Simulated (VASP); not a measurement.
## MoAs (relaxed from the wurtzite structure, space group P6_3mc): computed properties

Level of theory: PBEsol GGA, VASP's PBE PAW potentials (set 64) (plane waves; VASP).

```json
{
 "space_group": "P6_3mc (186)",
 "cell": "a = 2.9890 Å, b = 2.9890 Å, c = 8.7129 Å, α = 90.00°, β = 90.00°, γ = 120.00°",
 "volume_per_atom": "16.85 Å³/atom",
 "band gap (over mesh and band path)": "none (metal, semimetal or under 0.01 eV)",
 "density": "8.42 g/cm³"
}
```

MoAs is modelled in the hexagonal space group P6₃mc (No. 186), Pearson symbol hP4. Conventional cell: a = 2.9890 Å, b = 2.9890 Å, c = 8.7129 Å, α = 90.00°, β = 90.00°, γ = 120.00°. Mo on 2b is coordinated by 4 As at 2.517–2.523 Å and 6 Mo at 2.989 Å. As on 2b sees 4 Mo at 2.517–2.523 Å. (Neighbours: up to the widest gap in distance over summed covalent radii, below 1.35, at either atom; cation-cation and far metal-metal contacts left out.)

The structure was generated: MoAs was put into the wurtzite type (P6_3mc), which need not be its known phase. It was relaxed first, which changed the volume by -46 %. Symmetry was kept, so distortions that lower it aren't found.
